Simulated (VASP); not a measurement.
Set up this calculation in VASP 6.6.1, as the native input.

```yaml
Task: relaxation of cell and atoms
Functional: PBE
Potentials_or_basis: VASP PAW PBE potentials, release 64 (Al, Ga_d, P)
Cutoff: 520 eV
k_mesh: 4 × 4 × 2
Occupations: gaussian, width 0.15 eV
Spin: no spin polarisation
Further_INCAR_settings: PREC = Normal; ALGO = Fast; EDIFF = 0.0001; IBRION = 2; EDIFFG = -0.08; NSW = 24; ISIF = 3
```

The structure of Al2GaP3 lies in POSCAR:

```
Al2GaP3
1.0
    3.9123639300      0.0000000000      0.0000000000
    0.0000000000      3.9123639300      0.0000000000
    0.0000000000      0.0000000000      7.6875733500
Al Ga P
2 1 3
Direct
    0.0000000000      0.0000000000      0.8491099700
    0.0000000000      0.0000000000      0.1508900300
    0.0000000000      0.0000000000      0.5000000000
    0.0000000000      0.5000000000      0.5000000000
    0.5000000000      0.0000000000      0.5000000000
    0.5000000000      0.5000000000      0.0000000000
```

The cell was built by a generator and needn't be a form met in nature.

One way to write it, as run:

INCAR

```
SYSTEM = Al2GaP3
ALGO = Fast
EDIFF = 1E-4
EDIFFG = -0.08
ENCUT = 520
GGA = PE
IBRION = 2
ISIF = 3
ISMEAR = 0
LASPH = .True.
LCHARG = .False.
LREAL = .False.
LWAVE = .False.
NELM = 60
NSW = 24
PREC = Normal
SIGMA = 0.15
```

KPOINTS

```
k-points
0
Gamma
  4 4 2
  0 0 0
```

Potentials or basis: VASP PAW PBE potentials, release 64 (Al, Ga_d, P).

Run with:

```bash
$ cat potpaw_PBE.64/Al/POTCAR potpaw_PBE.64/Ga_d/POTCAR potpaw_PBE.64/P/POTCAR > POTCAR
$ mpirun -np 1 vasp_std > vasp.out
```

It gave:

```yaml
Relaxed_volume: 25.43 Å³/atom
Relaxed_cell: a = 4.478 Å, b = 4.478 Å, c = 7.609 Å, α = 90.00°, β = 90.00°, γ = 90.00°
Space_group_after_relaxing_to_0.05_Å: P4/mmm (No. 123)
Energy_gained_by_relaxing: 523.2 meV/atom
Ionic_steps: 8
Pressure_after_relaxing: 0.0 GPa
Largest_force_after_relaxing: 0.050 eV/Å
Band_gap_on_the_k_mesh: none (metal or under the smearing width)
```

Caveat: the k mesh is coarse (spacing up to 0.41 Å⁻¹), so the values aren't converged; the volume moved by over 15 % at a fixed basis, so the end points are rough; the relaxation stopped at a loose force limit of 0.08 eV/Å, so its end isn't a converged minimum.

Run time: 69 s on 1 thread of Intel(R) Xeon(R) Platinum 8488C (Sapphire Rapids), with other jobs on the host, peak memory 0.19 GiB.
